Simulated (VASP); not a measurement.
Crystal: Na6H.

```xyz
7
Lattice="5.3082 0.0000 0.0000 0.0000 5.3082 0.0000 0.0000 0.0000 5.3082" Properties=species:S:1:pos:R:3 pbc="T T T"
Na    1.1147    2.6541    2.6541
Na    2.6541    1.1147    2.6541
Na    4.1935    2.6541    2.6541
Na    2.6541    4.1935    2.6541
Na    2.6541    2.6541    1.1147
Na    2.6541    2.6541    4.1935
H     0.0000    0.0000    0.0000
```

The cell was built by a generator and needn't be a form met in nature.

The cell isn't the ideal one: species swapped into the SiB6 type (Pm-3m, No. 221).

```yaml
Program: VASP 6.6.1
Task: relaxation of cell and atoms
Functional: PBE
Potentials_or_basis: VASP PAW PBE potentials, release 64 (Na_pv, H)
Cutoff: 600 eV
k_mesh: 4 × 4 × 4
Occupations: gaussian, width 0.1 eV
Spin: no spin polarisation
```

At the start: pressure 26.2 GPa; volume 21.37 Å³/atom.

Task: How do energy, volume and symmetry change on relaxing?

Result: Over 14 steps the energy falls by 1740.5 meV/atom and the volume is 68.67 Å³/atom (+221.4 %); space group Pm-3m (No. 221, to 0.05 Å).

The path:
```csv
step,energy change (eV),largest force (eV/Å),pressure (GPa),volume (Å³)
1,0.0000,5.2612,26.20,149.57
2,-8.8279,1.6823,5.46,238.69
3,-8.8739,2.0031,4.93,247.30
4,-8.7863,2.6336,4.13,265.15
5,-10.8969,1.1422,1.71,334.04
6,-11.8420,0.5079,0.75,408.10
7,-11.6886,0.0213,-1.62,587.51
8,-12.1414,0.2021,0.17,463.44
9,-12.1680,0.1278,-0.09,486.14
10,-12.1661,0.1445,-0.03,480.82
11,-12.1708,0.1190,0.05,474.79
12,-12.1718,0.0980,0.10,470.40
13,-12.1780,0.0649,0.06,473.93
14,-12.1832,0.0110,0.00,480.66
```

Final structure:
```
CELL_PARAMETERS angstrom
7.83335 0.00000 0.00000
0.00000 7.83335 0.00000
0.00000 0.00000 7.83335
ATOMIC_POSITIONS crystal
Na 0.19327 0.50000 0.50000
Na 0.50000 0.19327 0.50000
Na 0.80673 0.50000 0.50000
Na 0.50000 0.80673 0.50000
Na 0.50000 0.50000 0.19327
Na 0.50000 0.50000 0.80673
H 0.00000 0.00000 0.00000
```

Caveat: the volume moved by over 15 % at a fixed basis, so the end points are rough.
